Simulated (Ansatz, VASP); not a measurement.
# Al38P12O87 (glassy 76Al2O3-24P2O5 (mol %)): VASP beside Ansatz, part 2 of 2

Aim: how closely do two programs agree when they are given the same cell, functional and k mesh? Of the first pair: The structure shown is the start of the Ansatz relaxation below; VASP solves that cell, so the two are compared at the walk's first step.

VASP 6.6.1 and Ansatz 0.2.0.

So far. Step 3 (VASP: single point, PBE, start cell, pair 1): The run ends at a pressure of 8.90 GPa, with forces up to 4.0 eV/Å.

### Step 5. Ansatz: relaxation, PBE

Level of this step: Ansatz beside VASP: Kohn-Sham DFT, plane waves, PBE (Ansatz).

This run makes the geometry at which the two programs are then compared.

The structure compared here is the end of the Ansatz relaxation.

input.yaml reads:

```yaml
crystal:
  lattice:
    - [11.63754, 0.0, 0.0]
    - [0.0, 11.63754, 0.0]
    - [0.0, 0.0, 11.63754]
  atoms:
    - { symbol: Al, position: [0.68525, 0.09248, 0.43801] }
    - { symbol: Al, position: [0.89465, 0.01485, 0.57772] }
    - { symbol: Al, position: [0.09103, 0.4076, 0.34848] }
    - { symbol: Al, position: [0.60936, 0.33222, 0.5407] }
    - { symbol: Al, position: [0.83042, 0.4798, 0.57071] }
    - { symbol: Al, position: [0.09508, 0.09237, 0.14298] }
    - { symbol: Al, position: [0.11238, 0.03036, 0.72269] }
    - { symbol: Al, position: [0.1297, 0.23331, 0.52452] }
    - { symbol: Al, position: [0.89567, 0.45574, 0.02079] }
    - { symbol: Al, position: [0.54104, 0.98312, 0.92344] }
    - { symbol: Al, position: [0.2931, 0.84774, 0.27704] }
    - { symbol: Al, position: [0.50688, 0.21503, 0.32634] }
    - { symbol: Al, position: [0.88496, 0.71022, 0.1482] }
    - { symbol: Al, position: [0.03196, 0.86196, 0.00964] }
    - { symbol: Al, position: [0.32008, 0.08185, 0.59667] }
    - { symbol: Al, position: [0.48884, 0.41737, 0.78433] }
    - { symbol: Al, position: [0.295, 0.1447, 0.33126] }
    - { symbol: Al, position: [0.72444, 0.86329, 0.44756] }
    - { symbol: Al, position: [0.34978, 0.23492, 0.93961] }
    - { symbol: Al, position: [0.1259, 0.26332, 0.86004] }
    - { symbol: Al, position: [0.3765, 0.74236, 0.62674] }
    - { symbol: Al, position: [0.88404, 0.65594, 0.88251] }
    - { symbol: Al, position: [0.21634, 0.01256, 0.92339] }
    - { symbol: Al, position: [0.12717, 0.33196, 0.09434] }
    - { symbol: Al, position: [0.5039, 0.1952, 0.75638] }
    - { symbol: Al, position: [0.73005, 0.86666, 0.73873] }
    - { symbol: Al, position: [0.80258, 0.00479, 0.96906] }
    - { symbol: Al, position: [0.9947, 0.8486, 0.7921] }
    - { symbol: Al, position: [0.86433, 0.25827, 0.60847] }
    - { symbol: Al, position: [0.07944, 0.59344, 0.97335] }
[... 101 atom lines left out ...]
    - { symbol: O, position: [0.68778, 0.94389, 0.87675] }
    - { symbol: O, position: [0.53507, 0.12377, 0.87379] }
    - { symbol: O, position: [0.95606, 0.83126, 0.12869] }
    - { symbol: O, position: [0.10381, 0.57686, 0.63275] }
    - { symbol: O, position: [0.20302, 0.59102, 0.89084] }
    - { symbol: O, position: [0.82301, 0.35857, 0.92319] }
kpoints:
  mp_grid: { grid: [1, 1, 1] }
hamiltonian:
  xc: pbe
  pseudopotentials: { kind: paw, azcp: { folder: soft_1 } }
scf:
  occupations: { method: fixed }
output:
  forces: true
relax:
  f_tol: 0.05
  max_steps: 120
```

Started as:

```
ansatz run input.yaml --threads 4 --pin off --max-ram 8192MiB --backend cpu --events-out ev --progress --plain --runs-dir out
```

Numbers of over 12 decimals in the logs are rounded to 6 here.

The log of the run:

```text
[...]
Crystal: 137 atoms, lattice volume = 1576.099 Å³
Basis set: ecut = 420 eV, 31031 PW (Γ), exchange–correlation on 160×160×160 points (8 copies of the dense FFT grid, shifted against one another)
Bands: 485, of which v1, the nominal top of the filled ones, is band 348 counted from 1 (347 counted from 0)
Symmetry: 1 space group operations
[...]
k-points: 1
[...]
- { symbol: O, position: [0.632338, 0.788185, 0.340113] }
    - { symbol: O, position: [0.380826, 0.287012, 0.795877] }
    - { symbol: O, position: [0.832949, 0.757234, 0.450781] }
    - { symbol: O, position: [0.063849, 0.443920, 0.024259] }
    - { symbol: O, position: [0.851615, 0.785672, 0.796504] }
    - { symbol: O, position: [0.534037, 0.019303, 0.075747] }
    - { symbol: O, position: [0.011542, 0.025989, 0.261249] }
[...]
- { symbol: O, position: [0.929688, 0.840345, 0.145361] }
    - { symbol: O, position: [0.104348, 0.571637, 0.619699] }
    - { symbol: O, position: [0.203886, 0.594561, 0.865756] }
    - { symbol: O, position: [0.820967, 0.379287, 0.912606] }
```

### Step 6. VASP: single point, PBE, relaxed cell, pair 2

The same cell, functional and mesh now go to VASP, with its own data sets.

INCAR reads:

```
SYSTEM = Al38P12O87
PREC = Accurate
ENCUT = 520
EDIFF = 1E-06
NELM = 120
ISMEAR = 0
SIGMA = 0.01
LREAL = Auto
ALGO = Normal
GGA = PE
NBANDS = 443
LORBIT = 11
LWAVE = .FALSE.
LCHARG = .FALSE.
ISIF = 2
LASPH = .TRUE.
GGA_COMPAT = .FALSE.
EFERMI = MIDGAP
```

POSCAR reads:

```
Al38P12O87
1.0
   11.6375400000      0.0000000000      0.0000000000
    0.0000000000     11.6375400000      0.0000000000
    0.0000000000      0.0000000000     11.6375400000
Al P O
38 12 87
Direct
    0.6858200000      0.1018100000      0.4276800000
    0.8811400000      0.0071800000      0.5711100000
    0.0942300000      0.3973300000      0.3437100000
    0.6136000000      0.3318000000      0.5477600000
    0.8330700000      0.4831500000      0.5786100000
    0.1065200000      0.0801000000      0.1427600000
    0.0901000000      0.0472800000      0.7107100000
    0.1297300000      0.2181600000      0.5289500000
    0.9089100000      0.4492000000      0.0158200000
    0.5429800000      0.9916000000      0.9220200000
    0.2894600000      0.8396100000      0.2735000000
    0.5054700000      0.2193900000      0.3310600000
    0.8716500000      0.7033100000      0.1547900000
    0.0092800000      0.8657600000      0.0240300000
    0.3214300000      0.0781800000      0.6052200000
    0.5050400000      0.4219300000      0.7871700000
    0.3005200000      0.1281200000      0.3320300000
    0.7186200000      0.8607900000      0.4428300000
    0.3704700000      0.2217200000      0.9427200000
    0.1302500000      0.2726700000      0.8665800000
    0.3647300000      0.7352500000      0.6202800000
    0.8796000000      0.6601100000      0.8828300000
    0.1965200000      0.0141500000      0.9174500000
    0.1440300000      0.3292000000      0.0945800000
    0.4985700000      0.1884000000      0.7471900000
    0.7316300000      0.8624700000      0.7417600000
    0.8019400000      0.0158700000      0.9573500000
    0.9913300000      0.8578000000      0.7945700000
    0.8715300000      0.2567600000      0.6126300000
    0.0902800000      0.5970700000      0.9663700000
[... 101 atom lines left out ...]
    0.6893600000      0.9623500000      0.8612500000
    0.5085100000      0.1356300000      0.8861700000
    0.9296900000      0.8403400000      0.1453600000
    0.1043500000      0.5716400000      0.6197000000
    0.2038900000      0.5945600000      0.8657600000
    0.8209700000      0.3792900000      0.9126100000
```

KPOINTS reads:

```
Automatic mesh
0
Gamma
1 1 1
0 0 0
```

The projector-augmented-wave data sets are Al, P and O (PBE family, release 64).

Started as:

```
export OMP_NUM_THREADS=3
mpirun -np 1 vasp_gam
```

The log of the run:

```text
[... set-up lines as in an earlier step ...]
 entering main loop
       N       E                     dE             d eps       ncg     rms          rms(c)
DAV:   1     0.622742895862E+04    0.62274E+04   -0.41708E+05   902   0.156E+03
DAV:   2    -0.610867741657E+03   -0.68383E+04   -0.66155E+04  1081   0.376E+02
DAV:   3    -0.113851401951E+04   -0.52765E+03   -0.52394E+03  1044   0.111E+02
DAV:   4    -0.114879941009E+04   -0.10285E+02   -0.10246E+02  1052   0.167E+01
[...]
DAV:  17    -0.100418431295E+04    0.24445E-04   -0.26324E-04  1060   0.415E-02    0.257E-02
DAV:  18    -0.100418430874E+04    0.42053E-05   -0.60661E-05  1052   0.171E-02    0.127E-02
DAV:  19    -0.100418430915E+04   -0.40515E-06   -0.79602E-06  1044   0.490E-03
   1 F= -.10041843E+04 E0= -.10041843E+04  d E =0.000000E+00
```

Parts of OUTCAR (step 6):

```text
  FREE ENERGIE OF THE ION-ELECTRON SYSTEM (eV)
  ---------------------------------------------------
  free  energy   TOTEN  =     -1004.1843091489 eV

  energy  without entropy=    -1004.1843091489  energy(sigma->0) =    -1004.18430915

[... 1 part as in an earlier step ...]

[... 1 further part left out ...]
[key lines of the parts left out:]
E-fermi :   5.0392
```

The run ends at a pressure of 4.06 GPa, with forces up to 0.14 eV/Å.

### Step 7. Side by side

Both answers:

| quantity | Ansatz | VASP | difference |
| --- | --- | --- | --- |
| gap on the k mesh (eV) | 4.099 | 4.082 | +0.017 |

Forces on 7 of the 137 atoms, those with the largest forces and the largest differences (eV/Å; atoms numbered as in POSCAR):

| atom | Ansatz x, y, z | VASP x, y, z |
| --- | --- | --- |
| O60 | 0.008, 0.025, -0.003 | 0.041, 0.094, -0.091 |
| O74 | -0.002, -0.013, 0.012 | -0.009, -0.046, 0.114 |
| O80 | -0.013, 0.007, -0.001 | -0.121, 0.014, 0.025 |
| O90 | -0.005, 0.024, 0.002 | -0.004, 0.122, 0.003 |
| O102 | 0.002, -0.001, 0.002 | -0.023, 0.036, 0.107 |
| O108 | 0.002, 0.007, 0.001 | -0.054, -0.071, -0.079 |
| O131 | 0.009, 0.020, -0.010 | 0.102, 0.079, 0.022 |

The forces differ by 33 meV/Å r.m.s., where the r.m.s. force is 0.009 eV/Å in Ansatz and 0.035 eV/Å in VASP: the atoms lie near their places of rest in Ansatz, so a percentage would say little (all taken over all components). A gap on the mesh is an upper bound, since the band edges may lie between its points.

### Step 8. Outcome

```yaml
r_m_s_force_difference_single_point_pbe_start_cell_pair_1: 3.9 % of the r.m.s. force
r_m_s_force_difference_single_point_pbe_relaxed_cell_pair_2: 33 meV/Å
```

What this shows: The r.m.s. force difference is 33 meV/Å (single point, PBE, relaxed cell, pair 2), beyond the 12 meV/Å picked in this series as the mark of a large difference. What causes the difference of the single point, PBE, start cell, pair 1 pair stays open here. What causes the difference of the single point, PBE, relaxed cell, pair 2 pair stays open here. Such differences can come from data sets, numerical settings and the points named under the comparisons, not from the functional's error against experiment.

[Lines on the potential files, build, host, timing and source positions are cut from VASP's logs without a mark.]

[Logs are printed without paths, hosts, clocks, repeated set-up lines and the standing remarks that a program may print on its own settings, such as how far it seeks lower states.]

[Hosts, paths, dates, database ids (printed as entryN), source tags and the programs' standing remarks are cut or masked in the printed files.]
